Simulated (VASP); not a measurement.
# KBe3Zn (Pm-3m) in VASP: a series of runs, part 2 of 2

VASP 6.6.1.

**4. Single point, PBE (species swapped into the Fe3RhN type (Pm-3m, No. 221))**

Input file INCAR:

```
ALGO = Normal ; EDIFF = 1E-6
ENCUT = 520 ; GGA = PE
ISIF = 2 ; ISMEAR = 0
LASPH = T ; LCHARG = F
LREAL = F ; LWAVE = F
NBANDS = 22 ; NELM = 100
PREC = Accurate ; SIGMA = 0.1
```

Input file KPOINTS:

```
k-points
0
Gamma
  4 4 4
```

Input file POSCAR:

```
KBe3Zn
1.0
    4.1424218700      0.0000000000      0.0000000000
    0.0000000000      4.1424218700      0.0000000000
    0.0000000000      0.0000000000      4.1424218700
K Be Zn
1 3 1
Direct
    0.0000000000      0.0000000000      0.0000000000
    0.0000000000      0.5000000000      0.5000000000
    0.5000000000      0.5000000000      0.0000000000
    0.5000000000      0.0000000000      0.5000000000
    0.5000000000      0.5000000000      0.5000000000
```

Potentials or basis: VASP PAW PBE potentials, release 64 (K_sv, Be, Zn).

On the command line:

```console
cat potpaw_PBE.64/K_sv/POTCAR potpaw_PBE.64/Be/POTCAR potpaw_PBE.64/Zn/POTCAR > POTCAR
mpirun -np 1 vasp_std > vasp.out
```

OUTCAR:

```text
EDIFF = 1E-6
   ENCUT = 520
   GGA = PE
   ISIF = 2
   ISMEAR = 0
   LASPH = T
   LREAL = F
   NELM = 100
   PREC = Accurate

 ion  position               nearest neighbor table
   1  0.000  0.000  0.000-   2 2.93   3 2.93   4 2.93   2 2.93   4 2.93   2 2.93   3 2.93   2 2.93
                             3 2.93   4 2.93   4 2.93   3 2.93
   2  0.000  0.500  0.500-   5 2.07   5 2.07   1 2.93   1 2.93   1 2.93   1 2.93
   3  0.500  0.500  0.000-   5 2.07   5 2.07   1 2.93   1 2.93   1 2.93   1 2.93
   4  0.500  0.000  0.500-   5 2.07   5 2.07   1 2.93   1 2.93   1 2.93   1 2.93
   5  0.500  0.500  0.500-   2 2.07   3 2.07   4 2.07   3 2.07   4 2.07   2 2.07

  LATTYP: Found a simple cubic cell.
 ALAT       =     4.1424218700

  Lattice vectors:

 A1 = (   4.1424218700,   0.0000000000,   0.0000000000)
 A2 = (   0.0000000000,   4.1424218700,   0.0000000000)
 A3 = (   0.0000000000,   0.0000000000,   4.1424218700)

Analysis of symmetry for initial positions (statically):
=====================================================================
 Subroutine PRICEL returns:
 Original cell was already a primitive cell.

 Routine SETGRP: Setting up the symmetry group for a
 simple cubic supercell.

 Subroutine GETGRP returns: Found 48 space group operations
 (whereof 48 operations were pure point group operations)
 out of a pool of 48 trial point group operations.

The static configuration has the point symmetry O_h .

Analysis of symmetry for dynamics (positions and initial velocities):
=====================================================================
 Subroutine PRICEL returns:
 Original cell was already a primitive cell.

 Routine SETGRP: Setting up the symmetry group for a
 simple cubic supercell.

 Subroutine GETGRP returns: Found 48 space group operations
 (whereof 48 operations were pure point group operations)
 out of a pool of 48 trial point group operations.

[... 111 lines left out ...]
     AMIX_MAG =   1.60;   BMIX_MAG =  1.00
  volume/ion in A,a.u.               =      14.22        95.94
  Fermi-wavevector in a.u.,A,eV,Ry     =   1.185610  2.240478 19.125308  1.405670
  Thomas-Fermi vector in A             =   2.321800
   LORBIT       =      0    0 simple, 1 ext, 2 COOP (PROOUT), +10 PAW based schemes
   GGA     = PE    functional components
   LHFCALC =     F    Hartree Fock is set to
   AEXX    =    0.0000 exact exchange contribution
   IVDW    =     0    specifies the selected vdW correction
   LEPSILON=     F    determine dielectric tensor
   LRPA    =     F    only Hartree local field effects (RPA)
 non-spin polarized calculation
 Gauss-broadening in eV      SIGMA  =   0.10
  energy-cutoff  :      520.00
  volume of cell :       71.08
 maximum number of plane-waves:      1936
 NGX is ok and might be reduce to    32
   NGX = 15   NGY = 15   NGZ = 15

 number of electron      26.9999967 magnetization

 Free energy of the ion-electron system (eV)
  ---------------------------------------------------
  ext. energy  EPLUGINS =         0.00000000
  ---------------------------------------------------
  free energy    TOTEN  =        -8.77529587 eV

  energy without entropy =       -8.76561487  energy(sigma->0) =       -8.77045537

 E-fermi :   3.5778     XC(G=0):  -9.8452

 val. band max:        3.5474515829   @ k =   0.5000   0.2500   0.2500
 cond. band min:       3.8179835084   @ k =   0.5000   0.2500   0.2500
 fundamental gap:      0.2705319254
 Fermi energy:         3.5778469736

 k-point     1 :       0.0000    0.0000    0.0000
  band No.  band energies     occupation
      1     -26.6146      2.00000
      2     -10.2407      2.00000
      3     -10.2407      2.00000
      4     -10.2407      2.00000
      5      -5.1281      2.00000
      6      -5.1281      2.00000
[... 239 lines left out ...]
     21      11.7555      0.00000
     22      11.7555      0.00000

------------------------ aborting loop because EDIFF is reached ----------------------------------------

  FORCE on cell =-STRESS in cart. coord.  units (eV):
  Direction    XX          YY          ZZ          XY          YZ          ZX
  --------------------------------------------------------------------------------------
  -------------------------------------------------------------------------------------
  Total        6.4365840      6.4365840      6.4365840     -0.0000000     -0.0000000      0.0000000
  in kB      145.0784975    145.0784975    145.0784975     -0.0000000     -0.0000000      0.0000000
  external PRESSURE =     145.0784975 kB  Pullay stress =       0.0000000 kB

 VOLUME and BASIS-vectors are now :
 -----------------------------------------------------------------------------
  energy-cutoff  :      520.00
  volume of cell :       71.08
      direct lattice vectors                 reciprocal lattice vectors
     4.142421870  0.000000000  0.000000000     0.241404674  0.000000000  0.000000000
     0.000000000  4.142421870  0.000000000     0.000000000  0.241404674  0.000000000
     0.000000000  0.000000000  4.142421870     0.000000000  0.000000000  0.241404674

 POSITION                                       TOTAL-FORCE (eV/Angst)
 -----------------------------------------------------------------------------------
      0.00000      0.00000      0.00000         0.000000      0.000000      0.000000
      0.00000      2.07121      2.07121         0.000000      0.000000      0.000000
      2.07121      2.07121      0.00000         0.000000      0.000000      0.000000
      2.07121      0.00000      2.07121         0.000000      0.000000      0.000000
      2.07121      2.07121      2.07121         0.000000      0.000000      0.000000
 -----------------------------------------------------------------------------------
    total drift:                                0.000000      0.000000     -0.000000

  FREE ENERGIE OF THE ION-ELECTRON SYSTEM (eV)
  ---------------------------------------------------
  free  energy   TOTEN  =        -8.7752958679 eV

  energy  without entropy=       -8.7656148691  energy(sigma->0) =       -8.77045537
```

stdout:

```text
POSCAR found type information on POSCAR K BeZn
 POSCAR found :  3 types and       5 ions
 scaLAPACK will be used
 LDA part: xc-table for (Slater+PW92), standard interpolation
 POSCAR, INCAR and KPOINTS ok, starting setup
 FFT: planning ... GRIDC
 FFT: planning ... GRID_SOFT
 FFT: planning ... GRID
 WAVECAR not read
 entering main loop
```

Wall time 7.9 s (1 thread of Intel Xeon 6975P-C (Granite Rapids), shared host); peak memory 0.18 GiB.

What came out:

```
Free energy            : -8.7753 eV
Pressure               : 14.5 GPa
Band gap on the k mesh : none (metal or under the smearing width)
```

Levels at points of the mesh, in eV from the Fermi level:
| k point | band 10 | band 11 | band 12 | band 13 | band 14 | band 15 | band 16 | band 17 |
| --- | --- | --- | --- | --- | --- | --- | --- | --- |
| (0.00, 0.00, 0.00) | -8.36 | -1.95 | -1.95 | -1.95 | 0.34 | 0.34 | 3.48 | 4.56 |
| (0.50, 0.00, 0.00) | -7.29 | -5.28 | -1.68 | -1.68 | 0.88 | 2.66 | 2.81 | 2.81 |
| (0.50, 0.50, 0.00) | -7.05 | -3.67 | -3.67 | -1.71 | -0.35 | 1.72 | 1.72 | 2.85 |
| (0.50, 0.50, 0.50) | -6.30 | -3.39 | -3.39 | -3.39 | -0.35 | -0.35 | -0.35 | 6.22 |

Caveat: the k mesh is coarse (spacing up to 0.38 Å⁻¹), so the values aren't converged.

**5. Overview**

| task | cell | k mesh | cutoff (eV) | mesh quality | gap on the mesh (eV) | pressure (GPa) |
| --- | --- | --- | --- | --- | --- | --- |
| single point | species swapped into the Fe3RhN type (Pm-3m, No. 221) | 8 × 8 × 8 | 520 | not flagged | none | 0.1 |
| relaxation of cell and atoms | relaxed from: species swapped into the Fe3RhN type (Pm-3m, No. 221) | 8 × 8 × 8 | 600 | not flagged | none | 0.0 |
| single point | species swapped into the Fe3RhN type (Pm-3m, No. 221) | 4 × 4 × 4 | 520 | coarse | none | 14.5 |

Alike in all rows: level PBE; potentials or basis VASP PAW PBE potentials, release 64 (K_sv, Be, Zn); no spin polarisation; smearing gaussian 0.1 eV.

Caveats: some runs use coarse meshes.

Absolute energies hang on the potentials; compare differences alone.
